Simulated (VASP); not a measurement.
## C: single point with PBEsol

C:

```
C
1.0
     1.70911    0.00000    0.00000
    -0.85455    1.48013    0.00000
     0.00000    0.00000   13.51565
C
4
Direct
  0.00000 0.00000 0.00000
  0.00000 0.00000 0.50000
  0.33333 0.66667 0.25000
  0.66667 0.33333 0.75000
```

```
Program             : VASP 6.6.1
Task                : single point
Functional          : PBEsol
Potentials or basis : VASP PAW PBE potentials, release 64 (C)
Cutoff              : 520 eV
k mesh              : 23 × 23 × 3
Occupations         : fermi-dirac, width 0.1 eV
Spin                : no spin polarisation
```

* Pressure: -1.0 GPa
* Band gap on the k mesh: none (metal or under the smearing width)

Stress tensor (GPa, compression positive):
```
-1.01  0.00  0.00
 0.00 -1.01  0.00
 0.00  0.00 -1.12
```

Levels at points of the mesh, in eV from the Fermi level:
| k point | band 6 | band 7 | band 8 | band 9 | band 10 | band 11 |
| --- | --- | --- | --- | --- | --- | --- |
| (0.00, 0.00, 0.00) | -8.85 | -8.85 | -7.79 | 3.04 | 5.80 | 5.80 |

Run time: 35 s on 1 thread of Intel(R) Xeon(R) Platinum 8375C CPU @ 2.90GHz (Ice Lake), on a shared host, peak memory 0.17 GiB.

Caveat: the PAW data sets were made with another functional, which shifts forces and pressure a little; this functional lacks dispersion, which binds the layers, so the pressure and a relaxed spacing across them are unreliable.
